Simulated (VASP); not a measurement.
Calculation: HSE06 screened hybrid, VASP's PBE PAW potentials (set 64) (plane waves; VASP 6.6.1).

A VASP calculation is set up with these files.

**POSCAR**
```
GaGe63
1
   11.5673955220     0.0000000000     0.0000000000
    0.0000000000    11.5673955220     0.0000000000
    0.0000000000     0.0000000000    11.5673955220
Ge Ga
63 1
Direct
  0.5000433307   0.0000890217   0.0000874610
  0.6250290314   0.1249850617   0.1250879273
  0.7499283082   0.2499548873   0.9998282427
  0.8751826268   0.3748370230   0.1248487660
  0.7499342585   0.9995581414   0.2501473150
  0.8752167768   0.1248060263   0.3748346976
  0.0000096620   0.9999753370   0.0000040269
  0.1248721520   0.1249309256   0.1249224134
  0.2501760281   0.2500743007   0.0004614951
  0.3753733700   0.3752792557   0.1255427517
  0.4999769332   0.4999168001   0.0000432759
  0.6247555903   0.6247958237   0.1251669990
  0.7499442793   0.7499461174   0.0003162059
  0.8750766863   0.8751498146   0.1249096448
  0.2501840619   0.0005583728   0.2501837998
  0.3753651947   0.1257541164   0.3753222985
  0.5009039741   0.2507745975   0.2508044468
  0.6247776037   0.3761977928   0.3761484650
  0.7499540538   0.4998326859   0.2501641191
  0.8746597440   0.6249836179   0.3754050598
  0.4999983060   0.0000082028   0.4999557162
  0.6246909285   0.1253233559   0.6247612827
  0.7499455116   0.2501715271   0.4997535077
  0.8749520875   0.3751774882   0.6248194699
  0.7498767593   0.0003896190   0.7498419618
  0.8750670073   0.1249362348   0.8751124226
  0.9999820042   0.4999394788   0.0001550517
  0.1248061144   0.6251610659   0.1249035214
  0.2500021113   0.7500020857   0.9998151020
  0.3747679936   0.8753483856   0.1248068024
  0.0004445626   0.2501029521   0.2501206800
  0.1254441696   0.3753189596   0.3752841472
  0.2505166119   0.5005490268   0.2504538502
  0.3756449884   0.6249306542   0.3756583603
  0.4997878656   0.7499056129   0.2501306970
  0.6249112464   0.8746561387   0.3754467923
  0.9999381591   0.9999722037   0.4999935486
  0.1248423443   0.1248407780   0.6250918814
  0.2503442564   0.2503928874   0.5006622644
  0.3747720817   0.3757207884   0.6256876690
  0.6244988090   0.6242053446   0.6255313127
  0.7493860201   0.7492696056   0.5008474399
  0.8749775023   0.8750992561   0.6250600693
  0.2500933820   0.9996395614   0.7499121747
  0.3748295378   0.1247374261   0.8752921064
  0.4997303534   0.2500532287   0.7500437354
  0.6247612288   0.3750903220   0.8750142263
  0.7502038498   0.4998971255   0.7503023448
  0.8753743753   0.6252341502   0.8753809103
  0.9996632139   0.7499645598   0.2501205691
  0.1247376983   0.8753604572   0.3748092150
  0.0000266437   0.4999637547   0.4999312851
  0.1250364219   0.6249635494   0.6246913972
  0.2501790678   0.7499300994   0.4996405708
  0.3752244750   0.8748552157   0.6248306027
  0.9997780504   0.2499840010   0.7499353026
  0.1245015499   0.3747616216   0.8755372594
  0.2495049733   0.5001702672   0.7505518770
  0.3751659313   0.6250121253   0.8750855655
  0.5002325848   0.7499500853   0.7500915861
  0.6251467898   0.8753528417   0.8753000197
  0.0002874128   0.7499966306   0.7498617219
  0.1248767452   0.8751411459   0.8751062695
  0.4995316080   0.5000224601   0.5007132987
```

KPOINTS:
```
Regular mesh
0
Gamma
1 1 1
0 0 0
```

INCAR:
```
! general
SYSTEM   = GaGe63
PREC     = Normal
ENCUT    = 400
LREAL    = Auto
LASPH    = .TRUE.
ISYM     = 0
NELECT   = 254.0

! electronic loop
EDIFF    = 1E-5
NELM     = 50
NELMIN   = 4
ALGO     = Normal
LMAXMIX  = 4

! smearing
ISMEAR   = 0
SIGMA    = 0.05

! functional
GGA      = PE
LHFCALC  = .TRUE.
AEXX     = 0.25
HFSCREEN = 0.2
PRECFOCK = Fast

! ions
ISIF     = 0

! output
LWAVE    = .FALSE.
LCHARG   = .FALSE.
```

POTCAR, in this order: Ge Ga (PBE.64 set). Program: vasp_gam. Read from the step before: WAVECAR.

What VASP printed:

OSZICAR:
```
       N       E                     dE             d eps       ncg     rms          rms(c)
DAV:   1    -0.334064251172E+03   -0.33406E+03   -0.21587E+01   320   0.116E+01    0.694E+00
DAV:   2    -0.334362171135E+03   -0.29792E+00   -0.57625E-01   336   0.103E+00    0.467E+00
DAV:   3    -0.334438741606E+03   -0.76570E-01   -0.33508E-01   360   0.384E-01    0.297E+00
DAV:   4    -0.334478684778E+03   -0.39943E-01   -0.52741E-02   336   0.374E-01    0.179E+00
DAV:   5    -0.334461622396E+03    0.17062E-01   -0.23418E-02   352   0.278E-01    0.101E+00
DAV:   6    -0.334458736470E+03    0.28859E-02   -0.66126E-03   344   0.145E-01    0.606E-01
DAV:   7    -0.334462650800E+03   -0.39143E-02   -0.33969E-03   352   0.977E-02    0.413E-01
DAV:   8    -0.334466106692E+03   -0.34559E-02   -0.75043E-03   352   0.979E-02    0.287E-01
DAV:   9    -0.334466083012E+03    0.23681E-04   -0.50470E-03   352   0.831E-02    0.181E-01
DAV:  10    -0.334466235017E+03   -0.15201E-03   -0.51171E-03   352   0.564E-02    0.119E-01
DAV:  11    -0.334467152652E+03   -0.91763E-03   -0.65297E-03   352   0.365E-02    0.104E-01
DAV:  12    -0.334468513918E+03   -0.13613E-02   -0.86430E-03   352   0.335E-02    0.114E-01
DAV:  13    -0.334470337465E+03   -0.18235E-02   -0.11595E-02   360   0.385E-02    0.130E-01
DAV:  14    -0.334472818809E+03   -0.24813E-02   -0.15465E-02   352   0.439E-02    0.151E-01
DAV:  15    -0.334476030793E+03   -0.32120E-02   -0.19471E-02   352   0.493E-02    0.176E-01
DAV:  16    -0.334479608523E+03   -0.35777E-02   -0.21693E-02   352   0.562E-02    0.201E-01
DAV:  17    -0.334482737053E+03   -0.31285E-02   -0.20336E-02   352   0.641E-02    0.216E-01
DAV:  18    -0.334484675254E+03   -0.19382E-02   -0.15649E-02   352   0.705E-02    0.213E-01
DAV:  19    -0.334485314156E+03   -0.63890E-03   -0.98281E-03   352   0.720E-02    0.191E-01
DAV:  20    -0.334485121165E+03    0.19299E-03   -0.50114E-03   352   0.667E-02    0.156E-01
DAV:  21    -0.334484668017E+03    0.45315E-03   -0.20384E-03   360   0.558E-02    0.115E-01
DAV:  22    -0.334484303741E+03    0.36428E-03   -0.65955E-04   352   0.420E-02    0.760E-02
DAV:  23    -0.334484128367E+03    0.17537E-03   -0.24815E-04   352   0.284E-02    0.429E-02
DAV:  24    -0.334484098981E+03    0.29386E-04   -0.22066E-04   344   0.169E-02    0.195E-02
DAV:  25    -0.334484136834E+03   -0.37853E-04   -0.26100E-04   256   0.914E-03    0.119E-02
DAV:  26    -0.334484183882E+03   -0.47048E-04   -0.25459E-04   192   0.716E-03    0.167E-02
DAV:  27    -0.334484214319E+03   -0.30437E-04   -0.19658E-04   208   0.754E-03    0.195E-02
DAV:  28    -0.334484225532E+03   -0.11212E-04   -0.12468E-04   224   0.801E-03    0.190E-02
DAV:  29    -0.334484224826E+03    0.70586E-06   -0.65075E-05   200   0.774E-03
   1 F= -.33448422E+03 E0= -.33448227E+03  d E =-.391318E-02
```

### OUTCAR
```
------------------------ aborting loop because EDIFF is reached ----------------------------------------
  volume of cell :     1547.77
      direct lattice vectors                 reciprocal lattice vectors
    11.567395522  0.000000000  0.000000000     0.086449884  0.000000000  0.000000000
     0.000000000 11.567395522  0.000000000     0.000000000  0.086449884  0.000000000
     0.000000000  0.000000000 11.567395522     0.000000000  0.000000000  0.086449884
 POSITION                                       TOTAL-FORCE (eV/Angst)
 -----------------------------------------------------------------------------------
      5.78420      0.00103      0.00101         0.025713     -0.039206      0.011534
      7.22996      1.44575      1.44694        -0.070882      0.033350      0.004611
      8.67472      2.89133     11.56541         0.015866     -0.028795      0.041322
     10.12358      4.33589      1.44418        -0.031928      0.098419      0.011783
      8.67479     11.56228      2.89355         0.016420      0.007454     -0.004152
     10.12398      1.44368      4.33586        -0.018947      0.035551      0.092472
      0.00011     11.56711      0.00005         0.016238     -0.029091      0.000311
      1.44445      1.44513      1.44503         0.010636      0.063002      0.030674
      2.89389      2.89271      0.00534         0.030624     -0.023276     -0.021852
      4.34209      4.34100      1.45220        -0.032181      0.016655      0.030390
      5.78343      5.78274      0.00050         0.015072     -0.020343      0.005906
      7.22680      7.22726      1.44786        -0.001805      0.047841      0.033497
      8.67490      8.67492      0.00366         0.010300     -0.041366     -0.031983
     10.12236     10.12320      1.44488        -0.046370      0.004661      0.031198
      2.89398      0.00646      2.89397         0.025737     -0.062514     -0.003196
      4.34200      1.45465      4.34150        -0.029447      0.032904     -0.046692
      5.79415      2.90081      2.90115         0.103661     -0.063266     -0.025357
      7.22705      4.35163      4.35106        -0.067198      0.068556      0.113057
      8.67502      5.78176      2.89375         0.036191     -0.131386     -0.002284
     10.11754      7.22943      4.34246        -0.022966      0.037687     -0.064475
      5.78368      0.00009      5.78319         0.014280     -0.024443      0.001626
      7.22605      1.44966      7.22686         0.003595      0.042309      0.047885
      8.67492      2.89383      5.78085         0.046553     -0.058702     -0.196067
     10.12092      4.33983      7.22753        -0.035406      0.008179      0.052707
      8.67412      0.00451      8.67372         0.018985     -0.070456      0.014853
     10.12225      1.44519     10.12277        -0.046914      0.058850     -0.037108
     11.56719      5.78300      0.00179         0.020263     -0.045581      0.012169
      1.44368      7.23149      1.44481        -0.010591     -0.013373      0.009644
      2.89187      8.67557     11.56526         0.026895     -0.039900      0.044375
      4.33509     10.12550      1.44369         0.034010      0.027360      0.010983
      0.00514      2.89304      2.89324        -0.014000     -0.028281     -0.004991
      1.45106      4.34146      4.34106        -0.013260      0.009688     -0.057542
      2.89782      5.79005      2.89710         0.000867      0.052039     -0.011176
      4.34523      7.22882      4.34539        -0.007199      0.011978      0.109118
      5.78124      8.67445      2.89336        -0.066801     -0.016279     -0.001379
      7.22860     10.11749      4.34294        -0.008225      0.021310     -0.064867
     11.56668     11.56707      5.78362         0.021079     -0.040100      0.006423
      1.44410      1.44408      7.23069        -0.027517      0.020927     -0.093432
      2.89583      2.89639      5.79136        -0.015877     -0.058694      0.211184
      4.33514      4.34611      7.23758         0.029493      0.083846     -0.158148
      7.22382      7.22043      7.23577        -0.070062      0.011360     -0.141682
      8.66844      8.66710      5.79350         0.055298      0.004481      0.200352
     10.12121     10.12262      7.23032        -0.010920      0.047194     -0.088865
      2.89293     11.56323      8.67453         0.020235      0.007532      0.012731
      4.33580      1.44289     10.12485         0.028735      0.048376     -0.008558
      5.78058      2.89246      8.67605        -0.081146     -0.039457      0.009241
      7.22686      4.33882     10.12164         0.000560      0.016665     -0.042277
      8.67790      5.78251      8.67904         0.027995      0.063924      0.009256
     10.12580      7.23233     10.12588        -0.036754     -0.014706     -0.014979
     11.56350      8.67514      2.89324         0.055792     -0.036797     -0.004393
      1.44289     10.12564      4.33557        -0.018907      0.041467      0.089737
      0.00031      5.78328      5.78290         0.015374     -0.021213      0.002214
      1.44635      7.22920      7.22605        -0.003239      0.049697      0.058369
      2.89392      8.67474      5.77954        -0.000303     -0.012151     -0.197438
      4.34037     10.11980      7.22766        -0.041896      0.018907      0.048803
     11.56483      2.89166      8.67480         0.054966     -0.033923      0.016401
      1.44016      4.33502     10.12769        -0.002180      0.098196     -0.004115
      2.88612      5.78567      8.68193         0.014635     -0.148952      0.000834
      4.33969      7.22976     10.12246        -0.036637      0.037167     -0.038714
      5.78639      8.67497      8.67661         0.119573     -0.022457      0.009603
      7.23132     10.12555     10.12494        -0.073835      0.029105     -0.006738
      0.00332      8.67551      8.67395        -0.025985     -0.032866      0.014084
      1.44450     10.12310     10.12270         0.006163      0.006651     -0.037869
      5.77828      5.78396      5.79195         0.047576     -0.065716      0.010985
 -----------------------------------------------------------------------------------
    total drift:                                0.032432     -0.006794      0.021618
  FREE ENERGIE OF THE ION-ELECTRON SYSTEM (eV)
  ---------------------------------------------------
  free  energy   TOTEN  =      -334.4842248260 eV

  energy  without entropy=     -334.4803116495  energy(sigma->0) =     -334.48226824

  exchange ACFDT corr.  =         0.00000000  see jH, gK, PRB 81, 115126
```
(Selected blocks of OUTCAR.)

The cell is charged, with a uniform compensating background. The supercell is sampled at Γ alone, which is coarse: total energies, pressure and levels can be off, energies of defects by several tenths of an eV.

The cell is a supercell with a defect, built from Ge (diamond): Ga_Ge, charge +1. The cell's shape comes from a PBE relaxation. The run is not spin-polarised, so no state with unpaired spins was tried.
